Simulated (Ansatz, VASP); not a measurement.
# Ti (free-standing square Ti monolayer, spacing 2.904 A): VASP beside Ansatz, part 2 of 2

Aim: how closely do two programs agree when they are given the same cell, functional and k mesh? The cell is taken from a series of runs on this material, whose earlier steps may have relaxed, scaled, displaced or heated it; both programs get it as it stands.

VASP 6.6.1 and Ansatz 0.2.0.

So far: The starting structure; Ansatz: single point, LDA, pair 1; VASP: single point, LDA, pair 1; Side by side; Ansatz: single point, LDA, pair 2.

### Step 6. VASP: single point, LDA, pair 2

Level of this step: LDA, spin-polarised from a ferromagnetic start; plane waves and PAW (Ti_sv) (VASP).

The same cell, functional (in two slightly different forms), mesh and smearing now go to VASP, with its own data sets.

Input file INCAR:

```
SYSTEM = Ti
PREC = Accurate
ENCUT = 400
EDIFF = 1E-06
NELM = 200
ISMEAR = -1
SIGMA = 0.1
LREAL = .FALSE.
ALGO = Normal
GGA = PW92
NBANDS = 14
ISPIN = 2
MAGMOM = 1.74
LASPH = .TRUE.
LMAXMIX = 4
LORBIT = 11
LWAVE = .FALSE.
LCHARG = .FALSE.
ISIF = 2
NUPDOWN = 2.5
GGA_COMPAT = .FALSE.
```

Input file POSCAR:

```
Ti
1.0
    2.9040000000      0.0000000000      0.0000000000
    0.0000000000      2.9040000000      0.0000000000
    0.0000000000      0.0000000000     14.0000000000
Ti
1
Direct
    0.0000000000      0.0000000000      0.5000000000
```

Input file KPOINTS:

```
Automatic mesh
0
Gamma
19 19 1
0 0 0
```

Potentials, in the order of the species: Ti_sv (LDA family, release 64).

Launch:

```console
mpirun -np 1 vasp_std
```

Numbers of over 12 decimals in the logs are rounded to 6 here.

The program printed:

```text
[banner, memory and clock lines left out]
running    1 mpi-ranks, on    1 nodes
[...]
[... a notice as in an earlier step ...]

 LDA part: xc-table for (Slater(with rela. corr.)+PW92), standard interpolation
 POSCAR, INCAR and KPOINTS ok, starting setup
[...]
entering main loop
       N       E                     dE             d eps       ncg     rms          rms(c)
DAV:   1     0.551472643253E+02    0.55147E+02   -0.58706E+03  3904   0.546E+02
DAV:   2     0.222813557574E+01   -0.52919E+02   -0.49894E+02  3814   0.169E+02
DAV:   3    -0.564306385739E+01   -0.78712E+01   -0.76993E+01  5294   0.484E+01
DAV:   4    -0.601590026222E+01   -0.37284E+00   -0.37169E+00  3498   0.986E+00
[...]
DAV:  21    -0.568629795251E+01   -0.74459E-05   -0.32271E-07  3038   0.107E-03    0.335E-04
DAV:  22    -0.568629944352E+01   -0.14910E-05   -0.61467E-08  2720   0.593E-04    0.178E-04
DAV:  23    -0.568629972460E+01   -0.28108E-06   -0.14854E-08  2678   0.365E-04
   1 F= -.56862997E+01 E0= -.56496686E+01  d E =-.732623E-01  mag=     2.5000
```

From OUTCAR (step 6):

```text
  Total       -2.5803496     -2.5803496     -0.0740690      0.0000000      0.0000000      0.0000000
  in kB      -35.0161086    -35.0161086     -1.0051379      0.0000000      0.0000000      0.0000000
  external PRESSURE =     -23.6791184 kB  Pullay stress =       0.0000000 kB

  FREE ENERGIE OF THE ION-ELECTRON SYSTEM (eV)
  ---------------------------------------------------
  free  energy   TOTEN  =        -5.6862997246 eV

  energy  without entropy=       -5.6130373999  energy(sigma->0) =       -5.64966856

 magnetization (x)
# of ion       s       p       d       tot
------------------------------------------
    1        0.029   0.054   1.576   1.659

[... 2 parts as in an earlier step ...]

[... 2 further parts left out ...]
[key lines of the parts left out:]
E-fermi :  -2.4336
```

### Step 7. Comparison

The two programs side by side:

| quantity | Ansatz | VASP | difference |
| --- | --- | --- | --- |
| total moment, fixed by the input (μB) | 2.50 | 2.50 | 0.00 |
| moment on Ti1 (μB) | 1.74 | 1.66 | +0.08 |

With vacuum in the cell, a pressure given here is an average over mostly empty space and none of the material.

### Step 8. Ansatz: single point, LDA, pair 3

A single point gives forces, pressure and levels at one fixed geometry, so differences don't come from the geometry; what else differs is listed under the comparison.

The cell is taken from a series of runs on this material, whose earlier steps may have relaxed, scaled, displaced or heated it; both programs get it as it stands.

Input file input.yaml:

```yaml
crystal:
  lattice:
    - [2.904, 0.0, 0.0]
    - [0.0, 2.904, 0.0]
    - [0.0, 0.0, 14.0]
  atoms:
    - { symbol: Ti, position: [0.0, 0.0, 0.5], spin: 1.42 }
magnetization:
  spin_polarized: true
kpoints:
  mp_grid: { grid: [19, 19, 1] }
hamiltonian:
  xc: lda
  pseudopotentials: { kind: paw, azcp: { folder: soft_1 }, xc_functional: pbe }
scf:
  occupations: { method: fermi_dirac, width: 0.1 }
  max_iter: 120
  convergence: { dr2_threshold: 1.0e-10 }
  lower_state_search: "off"
basis:
  ecutwfc: 420.0
```

Launch:

```console
ansatz run input.yaml --threads 1 --pin off --max-ram 2560MiB --backend cpu --events-out ev --progress --plain --runs-dir out
```

The program printed:

```text
[...]
Crystal: 1 atoms, lattice volume = 118.065 Å³
Basis set: ecut = 420 eV, 2291 PW (Γ)
Bands: 11, of which v1, the nominal top of the filled ones, is band 6 counted from 1 (5 counted from 0)
Symmetry: 16 space group operations
[...]
k-points: 55 of 361
[...]
Starting moments: Σ|m| = 1.42 μB on 1 of 1 site
[...]
SCF converged after 16 iterations
Magnetization: 2.0230 μB (7.0115 up, 4.9885 down)
Absolute magnetization: 2.0231 μB (∫|ρ↑−ρ↓|, with the PAW one-centre terms)
[...]
Per-site moments (μB) at R_I (Å): [(1.424046, 1.1979)]
Free energy (F): -2447.481992 eV
[...]
Internal energy: -2447.399671 eV  (E = F + TS)
E sigma→0 (E₀):  -2447.440832 eV
Entropy (-TS):   -0.082321 eV (-82.321 meV/atom)
Fermi energy:    -1.462977 eV
[...]
```

### Step 9. VASP: single point, LDA, pair 3

The same cell, functional (in two slightly different forms), mesh and smearing now go to VASP, with its own data sets.

Edit INCAR of step 6 so:

```diff
@@ -10,5 +10,5 @@
 GGA = PW92
-NBANDS = 14
+NBANDS = 13
 ISPIN = 2
-MAGMOM = 1.74
+MAGMOM = 1.42
 LASPH = .TRUE.
@@ -19,3 +19,2 @@
 ISIF = 2
-NUPDOWN = 2.5
 GGA_COMPAT = .FALSE.
```

POSCAR is that of step 6.

KPOINTS is that of step 6.

Launch:

```console
mpirun -np 1 vasp_std
```

The program printed:

```text
[... set-up lines as in an earlier step ...]
 entering main loop
       N       E                     dE             d eps       ncg     rms          rms(c)
DAV:   1     0.524646771441E+02    0.52465E+02   -0.59354E+03  3620   0.588E+02
DAV:   2     0.194253924777E+01   -0.50522E+02   -0.48676E+02  3523   0.176E+02
DAV:   3    -0.595079372845E+01   -0.78933E+01   -0.77068E+01  4971   0.512E+01
DAV:   4    -0.642681937271E+01   -0.47603E+00   -0.47429E+00  3432   0.115E+01
[...]
DAV:  23    -0.571863571257E+01   -0.22235E-05   -0.30432E-07  2758   0.136E-03    0.421E-04
DAV:  24    -0.571863714636E+01   -0.14338E-05   -0.31614E-07  2878   0.114E-03    0.340E-04
DAV:  25    -0.571863744091E+01   -0.29455E-06   -0.15919E-08  2418   0.453E-04
   1 F= -.57186374E+01 E0= -.56773069E+01  d E =-.826611E-01  mag=     2.0338
```

From OUTCAR (step 9):

```text
  Total       -2.9296751     -2.9296751     -0.0774849      0.0000000      0.0000000      0.0000000
  in kB      -39.7565588    -39.7565588     -1.0514934      0.0000000      0.0000000      0.0000000
  external PRESSURE =     -26.8548703 kB  Pullay stress =       0.0000000 kB

  FREE ENERGIE OF THE ION-ELECTRON SYSTEM (eV)
  ---------------------------------------------------
  free  energy   TOTEN  =        -5.7186374409 eV

  energy  without entropy=       -5.6359763414  energy(sigma->0) =       -5.67730689

 magnetization (x)
# of ion       s       p       d       tot
------------------------------------------
    1        0.015   0.038   1.318   1.371

[... 3 parts as in an earlier step ...]

[... 1 further part left out ...]
[key lines of the parts left out:]
E-fermi :  -2.1766
```

### Step 10. Side by side

Compared:

```
          quantity  Ansatz  VASP  difference
 total moment (μB)    2.02  2.03       -0.01
moment on Ti1 (μB)    1.42  1.37       +0.05
```

With vacuum in the cell, a pressure given here is an average over mostly empty space and none of the material.

### Step 11. Summary of results

```json
{"difference in moment on Ti1 (single point, LDA, pair 1)": "0.068 μB", "difference in moment on Ti1 (single point, LDA, pair 2)": "0.079 μB", "difference in total moment (single point, LDA, pair 3)": "-0.011 μB"}
```

**Reading.** The difference in moment on Ti1 is 0.068 μB (single point, LDA, pair 1). Such differences can come from data sets, numerical settings and the points named under the comparisons, not from the functional's error against experiment.

[Lines on the potential files, build, host, timing and source positions are cut from VASP's logs without a mark.]

[Logs are printed without paths, hosts, clocks, repeated set-up lines and the standing remarks that a program may print on its own settings, such as how far it seeks lower states.]

[Hosts, paths, dates, database ids (printed as entryN), source tags and the programs' standing remarks are cut or masked in the printed files.]
